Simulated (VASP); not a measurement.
Input:

```yaml
crystal:
  lattice:
    - [0.00000, 2.63601, 2.63601]
    - [2.63601, 0.00000, 2.63601]
    - [2.63601, 2.63601, 0.00000]
  atoms:
    - { symbol: Mo, position: [0.00000, 0.00000, 0.00000] }
    - { symbol: S, position: [0.25000, 0.25000, 0.25000] }
```

Method: PBEsol GGA, VASP's PBE PAW potentials (set 64) (plane waves; VASP 6.6.1). Run with 400 eV cut-off, 13×13×13 Γ-centred mesh, tetrahedra with Blöchl corrections, potentials Mo_sv S.

### Question
What does the run give for the energy per atom (σ→0), band gap (on the k-mesh) with the smallest direct gap where there is one?

### Answer

band gap (on the k-mesh): none (metal, semimetal or under 0.01 eV)
energy per atom (σ→0): -8091 meV/atom

The absolute energy has meaning only against runs of the same code, potentials and settings.

The structure was generated: MoS was put into the zinc blende type (F-43m), which need not be its known phase. It was relaxed first, which changed the volume by -32 %.
